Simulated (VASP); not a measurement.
An input for Quantum ESPRESSO's pw.x (written as the equivalent of a VASP run, and not itself run):

```
&CONTROL
  calculation = 'vc-relax'
  pseudo_dir = './pseudo'
  outdir = './out'
  tprnfor = .true.
  tstress = .true.
  nstep = 40
  forc_conv_thr = 0.00078
/
&SYSTEM
  ibrav = 0
  nat = 3
  ntyp = 1
  ecutwfc = 82.3
  occupations = 'smearing'
  smearing = 'gaussian'
  degauss = 0.003675
  input_dft = 'pz'
/
&ELECTRONS
  conv_thr = 7.3e-08
  electron_maxstep = 100
/
&IONS
/
&CELL
/
ATOMIC_SPECIES
  Te 127.600 Te.upf
CELL_PARAMETERS angstrom
     2.1440285   -3.7135660    0.0000000
     2.1440285    3.7135660   -0.0000000
    -0.0000000    0.0000000    5.9407370
ATOMIC_POSITIONS crystal
  Te   1.0000000  0.2835723  0.6666670
  Te   0.7164277  0.7164277  0.0000000
  Te   0.2835723  1.0000000  0.3333330
K_POINTS automatic
  6 6 4 0 0 0
```

Q: Translate this input to VASP (INCAR, KPOINTS, POSCAR, choice of POTCAR).

A: This is not unique; one that fits is 
### INCAR
```
SYSTEM = Te
PREC = Accurate
ENCUT = 500
EDIFF = 1E-6
NELM = 100
ALGO = Normal
LREAL = .FALSE.
LASPH = .TRUE.
ISMEAR = 0
SIGMA = 0.05
LMAXMIX = 4
LWAVE = .FALSE.
LCHARG = .FALSE.
IBRION = 2
ISIF = 3
NSW = 40
EDIFFG = -0.02
```

File KPOINTS:
```
kpoints
0
G
6 6 4
0 0 0
```

POSCAR:
```
Te
1.0
  2.1440284980  -3.7135660247   0.0000000000
  2.1440284980   3.7135660247   0.0000000000
  0.0000000000   0.0000000000   5.9407370488
Te
3
direct
  1.0000000000   0.2835722717   0.6666670000
  0.7164277283   0.7164277283   0.0000000000
  0.2835722717   1.0000000000   0.3333330000
```

POTCAR, in this order: Te (LDA.64 set). Program: vasp_std.

Limits of the translation: the potentials are each code's own (VASP's PAW set, PseudoDojo norm-conserving files in pw.x), so ENCUT and ecutwfc are chosen apart and not converted; conv_thr bounds pw.x's estimated SCF error, while EDIFF bounds the energy change between steps; forc_conv_thr acts on force components and is met together with etot_conv_thr.

The compound is Te in the trig structure. This run relaxes it. Symmetry was kept, so distortions that lower it aren't found.
